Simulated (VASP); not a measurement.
Calculation: PBE GGA, VASP's PBE PAW potentials (set 64) (plane waves; VASP 6.6.1).

A VASP calculation is set up with these files.

**POSCAR**
```
FePt
3.710
  0.7331536388   0.0000000000   0.0000000000
  0.0000000000   0.7331536388   0.0000000000
  0.0000000000   0.0000000000   1.0000000000
Fe Pt
1 1
Direct
  0.0000000000   0.0000000000   0.0000000000
  0.5000000000   0.5000000000   0.5000000000
```

**INCAR**
```
SYSTEM = FePt
PREC = Accurate
ENCUT = 400
EDIFF = 1E-6
NELM = 100
ALGO = Normal
LREAL = .FALSE.
LASPH = .TRUE.
ISMEAR = 1
SIGMA = 0.1
GGA = PE
LMAXMIX = 6
ISPIN = 2
MAGMOM = 3.0 0.0
LORBIT = 10
LWAVE = .FALSE.
LCHARG = .FALSE.
ISIF = 2
KSPACING = 0.5
KGAMMA = .TRUE.
```

POTCAR, in this order: Fe Pt (PBE.64 set). Program: vasp_std.

The resulting files:

**OUTCAR**
```
 ion  position               nearest neighbor table
   1  0.000  0.000  0.000-   2 2.67   2 2.67   2 2.67   2 2.67   2 2.67   2 2.67   2 2.67   2 2.67
  LATTYP: Found a simple tetragonal cell.
 ALAT       =     2.7200000000
 C/A-ratio  =     1.3639705882
 Subroutine PRICEL returns:
 Original cell was already a primitive cell.
 Subroutine GETGRP returns: Found 16 space group operations
The static configuration has the point symmetry D_4h.
The dynamic configuration has the point symmetry D_4h.
The overall configuration has the point symmetry D_4h.
 Subroutine INISYM returns: Found 16 space group operations
 Subroutine IBZKPT returns following result:
 Found     18 irreducible k-points:

 Following reciprocal coordinates:
            Coordinates               Weight
  0.000000  0.000000  0.000000      1.000000
  0.200000  0.000000  0.000000      4.000000
  0.400000  0.000000  0.000000      4.000000
  0.200000  0.200000  0.000000      4.000000
  0.400000  0.200000  0.000000      8.000000
  0.400000  0.400000  0.000000      4.000000
  0.000000  0.000000  0.250000      2.000000
  0.200000  0.000000  0.250000      8.000000
  0.400000  0.000000  0.250000      8.000000
  0.200000  0.200000  0.250000      8.000000
  0.400000  0.200000  0.250000     16.000000
  0.400000  0.400000  0.250000      8.000000
  0.000000  0.000000  0.500000      1.000000
  0.200000  0.000000  0.500000      4.000000
  0.400000  0.000000  0.500000      4.000000
  0.200000  0.200000  0.500000      4.000000
  0.400000  0.200000  0.500000      8.000000
  0.400000  0.400000  0.500000      4.000000
   k-points           NKPTS =     18   k-points in BZ     NKDIM =     18   number of bands    NBANDS=     15
   number of dos      NEDOS =    301   number of ions     NIONS =      2
   total plane-waves  NPLWV =   7776
   dimension x,y,z NGX =    18 NGY =   18 NGZ =   24
   dimension x,y,z NGXF=    36 NGYF=   36 NGZF=   48
   ions per type =               1   1
   PREC   = accura    normal or accurate (medium, high low for compatibility)
   ISTART =      0    job   : 0-new  1-cont  2-samecut
   ICHARG =      2    charge: 1-file 2-atom 10-const
   ISPIN  =      2    spin polarized calculation?
   LNONCOLLINEAR =      F non collinear calculations
   LSORBIT =      F    spin-orbit coupling
   INIWAV =      1    electr: 0-lowe 1-rand  2-diag
   ENCUT  =  400.0 eV  29.40 Ry    5.42 a.u.   4.44  4.44  6.05*2*pi/ulx,y,z
   NELM   =    100;   NELMIN=  2; NELMDL= -5     # of ELM steps
   EDIFF  = 0.1E-05   stopping-criterion for ELM
   LREAL  =      F    real-space projection
   NLSPLINE    = F    spline interpolate recip. space projectors
   LMAXMIX     =    6 max onsite mixed and CHGCAR
   VOSKOWN=      0    Vosko Wilk Nusair interpolation
   EDIFFG = 0.1E-04   stopping-criterion for IOM
   NSW    =      0    number of steps for IOM
   NBLOCK =      1;   KBLOCK =      1    inner block; outer block
   IBRION =     -1    ionic relax: 0-MD 1-quasi-New 2-CG
   NFREE  =      0    steps in history (QN), initial steepest desc. (CG)
   ISIF   =      2    stress and relaxation
   ISYM   =      2    0-nonsym 1-usesym 2-fastsym
   TEIN   =    0.0    initial temperature
   TEBEG  =    0.0;   TEEND  =   0.0 temperature during run
   SMASS  =  -3.00    Nose mass-parameter (am)
   PSTRESS=    0.0 pullay stress
   NELECT =      18.0000    total number of electrons
   EFERMI =   0.00;   METHOD = LEGACY
   ISMEAR =     1;   SIGMA  =   0.10  broadening in eV -4-tet -1-fermi 0-gaus
   IALGO  =     38    algorithm
   LDIAG  =      T    sub-space diagonalisation (order eigenvalues)
   IMIX   =      4    mixing-type and parameters
     AMIX     =   0.40;   BMIX     =  1.00
     AMIX_MAG =   1.60;   BMIX_MAG =  1.00
     AMIN     =   0.10
...
```

### OSZICAR
```
       N       E                     dE             d eps       ncg     rms          rms(c)
DAV:   1     0.766358033762E+02    0.76636E+02   -0.75135E+03  1136   0.108E+03
DAV:   2    -0.136723756167E+02   -0.90308E+02   -0.79836E+02  1115   0.227E+02
DAV:   3    -0.161512142730E+02   -0.24788E+01   -0.24294E+01  1367   0.460E+01
DAV:   4    -0.161774338777E+02   -0.26220E-01   -0.26213E-01  1273   0.413E+00
DAV:   5    -0.161781735456E+02   -0.73967E-03   -0.73966E-03  1441   0.753E-01    0.174E+01
DAV:   6    -0.180839757553E+02   -0.19058E+01   -0.16861E+01  1159   0.871E+01    0.273E+01
DAV:   7    -0.148368703849E+02    0.32471E+01   -0.98357E+00  1344   0.820E+01    0.894E+00
DAV:   8    -0.148100869545E+02    0.26783E-01   -0.49715E-01  1285   0.107E+01    0.451E+00
DAV:   9    -0.147268863419E+02    0.83201E-01   -0.12513E-01  1530   0.720E+00    0.188E+00
DAV:  10    -0.147155954889E+02    0.11291E-01   -0.55081E-02  1561   0.421E+00    0.762E-01
DAV:  11    -0.147154104396E+02    0.18505E-03   -0.25938E-03  1382   0.828E-01    0.291E-01
DAV:  12    -0.147153305894E+02    0.79850E-04   -0.64138E-04  1375   0.462E-01    0.773E-02
DAV:  13    -0.147153497110E+02   -0.19122E-04   -0.67516E-05  1227   0.738E-02    0.361E-02
DAV:  14    -0.147153527797E+02   -0.30687E-05   -0.47301E-06  1423   0.301E-02    0.227E-02
DAV:  15    -0.147153505755E+02    0.22042E-05   -0.43063E-06  1071   0.449E-02    0.888E-03
DAV:  16    -0.147153509691E+02   -0.39353E-06   -0.13259E-06   668   0.199E-02
   1 F= -.14715351E+02 E0= -.14715121E+02  d E =-.690645E-03  mag=     3.5207
```

OUTCAR:
```
------------------------ aborting loop because EDIFF is reached ----------------------------------------
  FORCE on cell =-STRESS in cart. coord.  units (eV):
  Direction    XX          YY          ZZ          XY          YZ          ZX
  --------------------------------------------------------------------------------------
  Total        1.2261346      1.2261346      0.6454212      0.0000000      0.0000000     -0.0000000
  in kB       71.5709856     71.5709856     37.6740317      0.0000000      0.0000000     -0.0000000
  external PRESSURE =      60.2720010 kB  Pullay stress =       0.0000000 kB
  volume of cell :       27.45
      direct lattice vectors                 reciprocal lattice vectors
     2.720000000  0.000000000  0.000000000     0.367647059  0.000000000  0.000000000
     0.000000000  2.720000000  0.000000000     0.000000000  0.367647059  0.000000000
     0.000000000  0.000000000  3.710000000     0.000000000  0.000000000  0.269541779
 POSITION                                       TOTAL-FORCE (eV/Angst)
 -----------------------------------------------------------------------------------
      0.00000      0.00000      0.00000         0.000000      0.000000      0.000000
      1.36000      1.36000      1.85500         0.000000      0.000000      0.000000
 -----------------------------------------------------------------------------------
    total drift:                                0.000000     -0.000000     -0.000000
  FREE ENERGIE OF THE ION-ELECTRON SYSTEM (eV)
  ---------------------------------------------------
  free  energy   TOTEN  =       -14.7153509691 eV

  energy  without entropy=      -14.7146603239  energy(sigma->0) =      -14.71512075

 total charge

# of ion       s       p       d       tot
------------------------------------------
    1        0.417   0.470   6.097   6.985
    2        0.713   0.687   8.054   9.453
--------------------------------------------------
tot          1.130   1.157  14.151  16.438

 magnetization (x)

# of ion       s       p       d       tot
------------------------------------------
    1        0.011   0.005   3.005   3.021
    2       -0.022  -0.045   0.521   0.454
--------------------------------------------------
tot         -0.011  -0.040   3.527   3.475
```
(Selected blocks of OUTCAR.)

The compound is FePt in the L1_0 structure. The cell was not relaxed at this level. The run is one of a series of settings (KGAMMA = .TRUE., KSPACING = 0.5, KPOINTS file removed against the base run), some of them coarse on purpose.
